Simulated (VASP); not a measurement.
Consider the following.

```
CELL_PARAMETERS angstrom
      1.50441    -2.67667     0.00000
      1.50441     2.67667     0.00000
      0.00000     0.00000     3.17694
ATOMIC_POSITIONS crystal
  Ti 0.00000 0.00000 0.00000
  B  0.33333 0.66667 0.50000
  B  0.68954 0.35620 0.50000
```

Method: PBE GGA + U (Dudarev), VASP's PBE PAW potentials (set 64) (plane waves; VASP 6.6.1). Run with 520 eV cut-off, 10×10×9 Γ-centred mesh, first-order Methfessel-Paxton smearing of 0.10 eV, potentials Ti_sv B, U − J: Ti 4.00 eV.

**Question.** Give the force on each atom (eV/Å).

**Answer.** 
```json
[
 {"atom": "Ti1", "Fx": "0.562", "Fy": "0.025", "Fz": "0.000"},
 {"atom": "B2", "Fx": "0.789", "Fy": "-0.132", "Fz": "0.000"},
 {"atom": "B3", "Fx": "-1.352", "Fy": "0.107", "Fz": "0.000"}
]
```

**Question.** Give the stress tensor in GPa (positive for a compressed cell).

**Answer.** 
```
13.39  -1.19   0.00
-1.19  -2.65   0.00
 0.00   0.00  17.22
```
The pressure is its mean diagonal, 9.32 GPa.

The compound is TiB2 in the AlB2 type structure. The cell was not relaxed at this level, atoms are displaced from their ideal sites. The run is one of a series of settings (LDAU = .TRUE., LDAUJ = 0 0, LDAUL = 2 -1, LDAUTYPE = 2, LDAUU = 4.0 0 against the base run), some of them coarse on purpose.
